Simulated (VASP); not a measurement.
Data:

```
CELL_PARAMETERS angstrom
     -4.39353     4.39353     3.73584
      4.39353    -4.39353     3.73584
      4.39353     4.39353    -3.73584
ATOMIC_POSITIONS crystal
  K  0.50000 0.00000 0.50000
  K  0.00000 0.50000 0.50000
  Sn 0.00000 0.00000 0.00000
  Hg 0.50000 0.50000 0.00000
  Te 0.58681 0.93755 0.00000
  Te 0.06245 0.06245 0.64926
  Te 0.93755 0.58681 0.00000
  Te 0.41319 0.41319 0.35074
```

All values below come from LDA (Ceperley-Alder, Perdew-Zunger), VASP's LDA PAW potentials (set 64) (plane waves; VASP). Settings: 300 eV cut-off, 3×3×3 Γ-centred mesh, Gaussian smearing of 0.010 eV, potentials K_sv Sn_d Hg Te.

At this cut-off the stress carries a Pulay error, which pulls relaxed volumes low. Energy and stress use the plane-wave basis of the starting cell.

Q: The ions, cell shape and volume are relaxed. Give the cell that the relaxation ends in.

A: 
```
CELL_PARAMETERS angstrom
     -4.18335     4.18335     3.57761
      4.18335    -4.18335     3.57761
      4.18335     4.18335    -3.57761
ATOMIC_POSITIONS crystal
  K  0.50000 0.00000 0.50000
  K  0.00000 0.50000 0.50000
  Sn 0.00000 0.00000 0.00000
  Hg 0.50000 0.50000 0.00000
  Te 0.57609 0.94187 0.00000
  Te 0.05813 0.05813 0.63422
  Te 0.94187 0.57609 0.00000
  Te 0.42391 0.42391 0.36578
```
Space group I-42m (121), at a tolerance of 0.03 Å.

Q: How do energy and volume change from the first to the last step?

A: The energy (σ→0) changes by -44.0 meV/atom and the volume by -13.2 %, in 13 ionic steps.

The structure comes from a computed database's K2SnHgTe4 entry; how it stands against other phases isn't given here. This run relaxes it. Symmetry was kept, so distortions that lower it aren't found. The run is one of a series of settings (EDIFFG = -0.01, IBRION = 2, ISIF = 3, NSW = 50 against the base run), some of them coarse on purpose.
